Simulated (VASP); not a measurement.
An input for Quantum ESPRESSO's pw.x (written as the equivalent of a VASP run, and not itself run):

```
&CONTROL
  calculation = 'scf'
  pseudo_dir = './pseudo'
  outdir = './out'
  tprnfor = .true.
  tstress = .true.
/
&SYSTEM
  ibrav = 0
  nat = 2
  ntyp = 2
  ecutwfc = 82
  occupations = 'tetrahedra'
  input_dft = 'pbesol'
/
&ELECTRONS
  conv_thr = 7.3e-09
  electron_maxstep = 100
/
ATOMIC_SPECIES
  Nb 92.906 Nb.upf
  Si 28.085 Si.upf
CELL_PARAMETERS angstrom
     0.0000000    2.5473255    2.5473255
     2.5473255   -0.0000000    2.5473255
     2.5473255    2.5473255   -0.0000000
ATOMIC_POSITIONS crystal
  Nb   0.0000000  0.0000000  0.0000000
  Si   0.5000000  0.5000000  0.5000000
K_POINTS automatic
  14 14 14 0 0 0
```

Question: Translate this input to VASP (INCAR, KPOINTS, POSCAR, choice of POTCAR).

Answer: Several could match; the one computed here: 
File POSCAR:
```
NbSi
1
    0.0000000000     2.5473254766     2.5473254766
    2.5473254766    -0.0000000000     2.5473254766
    2.5473254766     2.5473254766    -0.0000000000
Nb Si
1 1
Direct
  0.0000000000   0.0000000000   0.0000000000
  0.5000000000   0.5000000000   0.5000000000
```

File KPOINTS:
```
Automatic mesh
0
Gamma
14 14 14
0 0 0
```

INCAR:
```
SYSTEM=NbSi
PREC=Accurate; ENCUT=400; LREAL=F
LASPH=T
EDIFF=1E-7; NELM=100; ALGO=Normal
LMAXMIX=4
ISMEAR=-5
GGA=PS
ISIF=2
LWAVE=F; LCHARG=T; LORBIT=11
NEDOS=601
```

POTCAR, in this order: Nb_sv Si (PBE.64 set). Program: vasp_std.

What does not carry over: the potentials are each code's own (VASP's PAW set, PseudoDojo norm-conserving files in pw.x), so ENCUT and ecutwfc are chosen apart and not converted; conv_thr bounds pw.x's estimated SCF error, while EDIFF bounds the energy change between steps.

The structure was generated: NbSi was put into the rock salt type (Fm-3m), which need not be its known phase. It was relaxed first, which changed the volume by -37 %.
